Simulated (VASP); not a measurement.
Method: MS2 meta-GGA, VASP's PBE PAW potentials (set 64) (plane waves; VASP).

A VASP calculation is set up with these files.

File POSCAR:
```
Ho
1.0
  1.7804723055  -3.0838685482   0.0000000000
  1.7804723055   3.0838685482   0.0000000000
  0.0000000000   0.0000000000   5.4610712544
Ho
2
Cart
  1.7804723055   1.0279582386   1.3652678136
  1.7804723055  -1.0279582386   4.0958034408
```

### INCAR
```
! general
SYSTEM  = Ho
PREC    = Accurate
ENCUT   = 520
LREAL   = F
LASPH   = T

! electronic loop
EDIFF   = 1E-6
NELM    = 100
ALGO    = Normal
LMAXMIX = 6
LMIXTAU = T

! smearing
ISMEAR  = 1
SIGMA   = 0.1

! functional
METAGGA = MS2

! ions
IBRION  = 2
NSW     = 60
ISIF    = 3
EDIFFG  = -0.01

! output
LWAVE   = F
LCHARG  = F
```

File KPOINTS:
```
K-points
0
gamma
11 11 6
```

POTCAR, in this order: Ho_3 (PBE.64 set). Program: vasp_std.

The 4f electrons are frozen in the core of the lanthanide potential, so 4f levels, which can set the real gap, and their magnetism are missing.

### Question
Predict the energy per atom (σ→0), band gap (on the k-mesh).

### Answer

The energy per atom (σ→0) is 9.778 eV/atom and the band gap (on the k-mesh) is none (metal, semimetal or under 0.01 eV).

OSZICAR:
```
...
DAV:  13     0.195596516937E+02   -0.17914E-02   -0.19841E-03  2361   0.475E-01    0.570E-02
DAV:  14     0.195581320148E+02   -0.15197E-02   -0.27852E-03  1874   0.625E-01    0.571E-02
DAV:  15     0.195578633915E+02   -0.26862E-03   -0.45733E-04  2038   0.245E-01    0.465E-02
DAV:  16     0.195577114865E+02   -0.15191E-03   -0.25290E-04  1939   0.179E-01    0.307E-02
DAV:  17     0.195576782337E+02   -0.33253E-04   -0.12563E-04  1873   0.915E-02    0.666E-03
DAV:  18     0.195576650824E+02   -0.13151E-04   -0.16571E-05  2032   0.337E-02    0.630E-03
DAV:  19     0.195576643340E+02   -0.74835E-06   -0.50912E-06  2548   0.267E-02
   1 F= 0.19557664E+02 E0= 0.19556111E+02  d E =0.195577E+02
```

The compound is Ho in the hcp structure. It was relaxed first. The start is the result of an earlier pass.
